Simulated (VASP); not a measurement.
Method: PW91 GGA, VASP's PBE PAW potentials (set 64) (plane waves; VASP 6.6.1).

The input files of a VASP run:

POSCAR:
```
ZrC
1
    0.0000000000     2.3569377453     2.3569377453
    2.3569377453     0.0000000000     2.3569377453
    2.3569377453     2.3569377453     0.0000000000
Zr C
1 1
Direct
  0.0000000000   0.0000000000   0.0000000000
  0.5000000000   0.5000000000   0.5000000000
```

INCAR:
```
EDIFF  =  1E-7   # SCF stop (eV)
GGA  =  91   # PW91
LREAL  =  .FALSE.
LASPH  =  .TRUE.
ISMEAR  =  -5   # tetrahedra, Bloechl
LORBIT  =  11   # lm-projected
LMAXMIX  =  4   # l cut-off of mixed one-centre charges
SYSTEM  =  ZrC
ISIF  =  2   # forces and stress, cell fixed
NELM  =  100
ALGO  =  Normal   # blocked Davidson
LWAVE  =  .FALSE.
PREC  =  Accurate
LCHARG  =  .TRUE.
NEDOS  =  601
ENCUT  =  520
```

**KPOINTS**
```
Regular mesh
0
G
15 15 15
```

POTCAR, in this order: Zr_sv C (PBE.64 set). Program: vasp_std.

Output

File OSZICAR:
```
       N       E                     dE             d eps       ncg     rms          rms(c)
DAV:   1     0.109987558640E+03    0.10999E+03   -0.89945E+03  2888   0.135E+03
DAV:   2    -0.172028000540E+02   -0.12719E+03   -0.11973E+03  3384   0.334E+02
DAV:   3    -0.228622811201E+02   -0.56595E+01   -0.55663E+01  4128   0.635E+01
DAV:   4    -0.230886929280E+02   -0.22641E+00   -0.22629E+00  3804   0.122E+01
DAV:   5    -0.230937513138E+02   -0.50584E-02   -0.50579E-02  4072   0.164E+00    0.209E+01
DAV:   6    -0.196436946877E+02    0.34501E+01   -0.17533E+01  3260   0.290E+01    0.789E+00
DAV:   7    -0.194953344308E+02    0.14836E+00   -0.85085E-01  3412   0.740E+00    0.581E+00
DAV:   8    -0.194866979311E+02    0.86365E-02   -0.14866E-01  3096   0.354E+00    0.144E+00
DAV:   9    -0.194823956544E+02    0.43023E-02   -0.31885E-02  3576   0.122E+00    0.463E-01
DAV:  10    -0.194827371834E+02   -0.34153E-03   -0.20480E-03  3340   0.575E-01    0.356E-01
DAV:  11    -0.194825169701E+02    0.22021E-03   -0.73595E-04  3172   0.218E-01    0.180E-02
DAV:  12    -0.194825146850E+02    0.22852E-05   -0.13997E-05  4372   0.388E-02    0.123E-02
DAV:  13    -0.194825146292E+02    0.55808E-07   -0.58908E-07  3304   0.680E-03
   1 F= -.19482515E+02 E0= -.19482515E+02  d E =0.000000E+00
```

### OUTCAR
```
------------------------ aborting loop because EDIFF is reached ----------------------------------------
  FORCE on cell =-STRESS in cart. coord.  units (eV):
  Direction    XX          YY          ZZ          XY          YZ          ZX
  --------------------------------------------------------------------------------------
  Total       -0.0106256     -0.0106256     -0.0106256     -0.0000000     -0.0000000      0.0000000
  in kB       -0.6501156     -0.6501156     -0.6501156     -0.0000000     -0.0000000      0.0000000
  external PRESSURE =      -0.6501156 kB  Pullay stress =       0.0000000 kB
  volume of cell :       26.19
      direct lattice vectors                 reciprocal lattice vectors
     0.000000000  2.356937745  2.356937745    -0.212139672  0.212139672  0.212139672
     2.356937745  0.000000000  2.356937745     0.212139672 -0.212139672  0.212139672
     2.356937745  2.356937745  0.000000000     0.212139672  0.212139672 -0.212139672
 POSITION                                       TOTAL-FORCE (eV/Angst)
 -----------------------------------------------------------------------------------
      0.00000      0.00000      0.00000         0.000000      0.000000      0.000000
      2.35694      2.35694      2.35694        -0.000000     -0.000000     -0.000000
 -----------------------------------------------------------------------------------
    total drift:                                0.000000      0.000000      0.000000
  FREE ENERGIE OF THE ION-ELECTRON SYSTEM (eV)
  ---------------------------------------------------
  free  energy   TOTEN  =       -19.4825146292 eV

  energy  without entropy=      -19.4825146292  energy(sigma->0) =      -19.48251463

 total charge

# of ion       s       p       d       tot
------------------------------------------
    1        2.173   6.039   1.622   9.834
    2        0.885   1.475   0.000   2.360
--------------------------------------------------
tot          3.058   7.515   1.622  12.194
```
(Selected blocks of OUTCAR.)

**OUTCAR**
```
 val. band max:        9.6156989139   @ k =   0.0667   0.0000   0.0000

 cond. band min:       9.3304499489   @ k =   0.2000   0.2000   0.0000


 Fermi energy:         9.5173218514

 k-point     1 :       0.0000    0.0000    0.0000
  band No.  band energies     occupation
      1     -38.5435      2.00000
      2     -16.3509      2.00000
      3     -16.3509      2.00000
      4     -16.3509      2.00000
      5      -1.7578      2.00000
      6      10.4120     -0.63921
      7      10.4120      0.00000
      8      10.4120      0.00000
      9      10.5623      0.00000
     10      10.5623      0.00000
     11      10.5623      0.00000
     12      12.2556      0.00000

 k-point     2 :       0.0667    0.0000    0.0000
  band No.  band energies     occupation
      1     -38.5393      2.00000
      2     -16.3894      2.00000
      3     -16.3543      2.00000
      4     -16.3543      2.00000
      5      -1.6582      2.00000
      6       9.6157      1.31258
      7       9.8217      0.29448
      8       9.8217      0.08021
      9      10.7897      0.00000
     10      10.7897      0.00000
     11      11.1310      0.00000
     12      12.8254      0.00000

 k-point     3 :       0.1333    0.0000    0.0000
  band No.  band energies     occupation
      1     -38.5274      2.00000
      2     -16.4969      2.00000
      3     -16.3638      2.00000
      4     -16.3638      2.00000
      5      -1.3710      2.00000
      6       8.6030      2.00243
      7       8.9961      2.03869
      8       8.9961      2.09802
      9      11.1051      0.00000
     10      11.1051      0.00000
     11      11.5700      0.00000
     12      13.9431      0.00000

 k-point     4 :       0.2000    0.0000    0.0000
  band No.  band energies     occupation
      1     -38.5097      2.00000
      2     -16.6513      2.00000
      3     -16.3778      2.00000
      4     -16.3778      2.00000
      5      -0.9277      2.00000
      6       7.5459      2.00000
...
```

For a metal the tetrahedron method with Blöchl corrections gives inexact stress and forces.

The compound is ZrC in the rock salt structure. It was relaxed first.
